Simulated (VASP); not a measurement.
A cell of V (bcc) near equilibrium:

```
V
1.0
   -1.48909     1.48909     1.48909
    1.48909    -1.48909     1.48909
    1.48909     1.48909    -1.48909
V
1
Direct
  0.00000   0.00000   0.00000
```

These are r2SCAN meta-GGA, VASP's PBE PAW potentials (set 64) (plane waves; VASP) values and carry that method's errors.

```
run               ΔE (meV/atom)   σxx   σyy   σzz  largest shear component, with its sign (GPa)  largest force (eV/Å)
----------------  -------------  ----  ----  ----  --------------------------------------------  --------------------
as it is                    0.0  1.63  1.63  1.63                                          0.00                 0.000
after one change           -0.5  0.78  0.78  0.39                                          0.00                 0.000
```
Stress is in GPa, positive when the cell is compressed.

Task: What was changed between the two runs?
A. uniaxial strain of -1.5 % along z
B. uniaxial strain of +0.5 % along z
C. isotropic strain of -2.0 %
D. isotropic strain of +1.5 %

Result: B, uniaxial strain of +0.5 % along z

The compound is V in the bcc structure. The run is not spin-polarised, so no magnetic state was tried.
